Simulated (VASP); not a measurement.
Consider the following.

```
CELL_PARAMETERS angstrom
      2.90131     0.00000     0.00000
      0.00000     2.90131     0.00000
      0.00000     0.00000     2.90131
ATOMIC_POSITIONS crystal
  Ti 0.00000 0.00000 0.00000
  Co 0.50000 0.50000 0.50000
```

These are LDA (Ceperley-Alder, Perdew-Zunger), VASP's LDA PAW potentials (set 64) (plane waves; VASP) values and carry that method's errors. Numerical set-up: 520 eV cut-off, Gaussian smearing of 0.050 eV, potentials Ti_sv Co.

Question: Give the energies of bands 5 to 13 at the high-symmetry points, in eV from the Fermi level.

Answer: 
```tsv
band	Γ	X	M	R
5	-7.95	-4.19	-4.80	-2.62
6	-4.25	-3.91	-4.11	-2.62
7	-4.25	-2.69	-2.70	-2.62
8	-1.63	-1.70	-2.70	-2.35
9	-1.63	-1.70	-0.69	-2.35
10	-1.63	-1.15	-0.17	-2.35
11	0.81	-0.98	0.87	-0.65
12	0.81	0.18	0.87	-0.65
13	3.01	0.65	1.32	3.44
```

It has no gap at this level: it comes out as a metal or semimetal.

The compound is TiCo in the CsCl type structure. It was relaxed first, which changed the volume by -9 %. The run is not spin-polarised, so no magnetic state was tried. The electron count is odd and the run is not spin-polarised, which forces a metal.
